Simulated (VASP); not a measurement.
Here is the system:

```xyz
12
Lattice="0.0000 5.1784 5.1784 5.1784 0.0000 5.1784 5.1784 5.1784 0.0000" Properties=species:S:1:pos:R:3 pbc="T T T"
Sn     1.2946     3.8838     3.8838
Sn     3.8838     3.8838     1.2946
Sn     3.8838     1.2946     3.8838
Sn     1.2946     1.2946     1.2946
S      9.0795     6.4558     6.4558
S      6.4903     6.4903     3.8666
S      6.4558     9.0795     6.4558
S      3.8666     3.8666     3.8666
S      9.0795     9.0795     9.0795
S      6.4903     3.8666     6.4903
S      6.4558     6.4558     9.0795
S      3.8666     6.4903     6.4903
```

All values below come from PBEsol GGA, VASP's PBE PAW potentials (set 64) (plane waves; VASP). Numerical set-up: 400 eV cut-off, 7×7×7 Γ-centred mesh, Gaussian smearing of 0.010 eV, potentials Sn_d S.

### Question
Predict the energy per atom (σ→0).

### Answer

```
Property                       Result
---------------------  --------------
energy per atom (σ→0)  -4.754 eV/atom
```

Total energies compare only between runs with the same potentials, cut-off and functional.

The structure comes from a computed database's SnS2 entry (Fd-3m); how it stands against other phases isn't given here. It was relaxed first.
